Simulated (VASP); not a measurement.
These are LDA (Ceperley-Alder, Perdew-Zunger), VASP's LDA PAW potentials (set 64) (plane waves; VASP) values and carry that method's errors.

A VASP calculation is set up with these files.

**KPOINTS**
```
Automatic mesh
0
gamma
 7 7 7
0 0 0
```

**POSCAR**
```
Mo3Si
4.8354590
  1.0000000951   0.0000000000   0.0000000000
  0.0000000000   1.0000000951   0.0000000000
  0.0000000000   0.0000000000   1.0000000951
Si Mo
2 6
direct
  0.5000000000   0.5000000000   0.5000000000
  0.0000000000   0.0000000000   0.0000000000
  0.2500000000   0.0000000000   0.5000000000
  0.5000000000   0.2500000000   0.0000000000
  0.5000000000   0.7500000000   0.0000000000
  0.7500000000   0.0000000000   0.5000000000
  0.0000000000   0.5000000000   0.7500000000
  0.0000000000   0.5000000000   0.2500000000
```

### INCAR
```
# general
SYSTEM   =  Mo3Si
PREC     =  Accurate
ENCUT    =  400   # plane-wave cut-off (eV)
LREAL    =  .FALSE.   # projection in real space or not
LASPH    =  .TRUE.

# electronic loop
EDIFF    =  1E-7   # SCF stop (eV)
NELM     =  100   # most electronic steps
ALGO     =  Normal
LMAXMIX  =  4   # l cut-off of mixed one-centre charges

# smearing
ISMEAR   =  -5   # tetrahedra, Bloechl

# ions
ISIF     =  2   # forces and stress, cell fixed

# output
LWAVE    =  .FALSE.
LCHARG   =  .TRUE.
LORBIT   =  11   # lm-projected
NEDOS    =  601

# other
LEFG     =  .TRUE.
```

POTCAR, in this order: Si Mo_sv (LDA.64 set). Program: vasp_std.

For a metal the tetrahedron method with Blöchl corrections gives inexact stress and forces.

**Question.** Estimate the energy per atom (σ→0), band gap (on the k-mesh).

**Answer.** 
- energy per atom (σ→0): -10.960 eV/atom
- band gap (on the k-mesh): none (metal, semimetal or under 0.01 eV)

OSZICAR:
```
...
DAV:   9    -0.876762453947E+02    0.11352E-02   -0.74157E-03  2656   0.315E-01    0.330E-01
DAV:  10    -0.876760457376E+02    0.19966E-03   -0.85264E-04  2687   0.190E-01    0.105E-01
DAV:  11    -0.876760557403E+02   -0.10003E-04   -0.20929E-05  2681   0.236E-02    0.286E-02
DAV:  12    -0.876760457292E+02    0.10011E-04   -0.62931E-06  2559   0.150E-02    0.502E-03
DAV:  13    -0.876760460296E+02   -0.30040E-06   -0.20068E-07  2032   0.195E-03    0.118E-03
DAV:  14    -0.876760461704E+02   -0.14082E-06   -0.22133E-08  1495   0.781E-04    0.366E-04
DAV:  15    -0.876760462442E+02   -0.73804E-07   -0.54487E-09  1544   0.278E-04
   1 F= -.87676046E+02 E0= -.87676046E+02  d E =0.000000E+00
```

The compound is Mo3Si in the A15 structure. It was relaxed first.
